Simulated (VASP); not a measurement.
Runs of VASP 6.6.1 on CdSe. The structure is cubic, space group F-43m (No. 216). Conventional cell: a = 6.258 Å, b = 6.258 Å, c = 6.258 Å, α = 90.00°, β = 90.00°, γ = 90.00°. Cd (site symmetry -43m) has 4 Se at 2.71 Å as nearest neighbours. Se (site symmetry -43m) is surrounded by 4 Cd at 2.71 Å. Measurements of this composition are mostly on another form, of space group No. 186.

```tsv
cell	further INCAR settings	gap on the mesh (eV)	pressure (GPa)
F-43m, 30.64 Å³/atom	ALGO = Fast; EDIFF = 1e-06; NBANDS = 16	(c)	-1.0
F-43m, 27.96 Å³/atom	ALGO = Fast; EDIFF = 1e-07; NBANDS = 16	0.62	3.5
F-43m, 28.85 Å³/atom	ALGO = Fast; EDIFF = 1e-06; NBANDS = 16	(b)	1.7
F-43m, 27.07 Å³/atom	ALGO = Fast; EDIFF = 1e-06; NBANDS = 16	(a)	5.6
```

Alike in all rows: task single point; level PBE; potentials or basis VASP PAW PBE potentials, release 64 (Cd, Se); no spin polarisation; k mesh 10 × 10 × 10; cutoff (eV) 520; smearing gaussian 0.02 eV.

Fill in the values left out.

(a) 0.69; (b) 0.56; (c) 0.43.

A k mesh can miss the band edges, and the runs leave out spin-orbit coupling on Cd, Se.
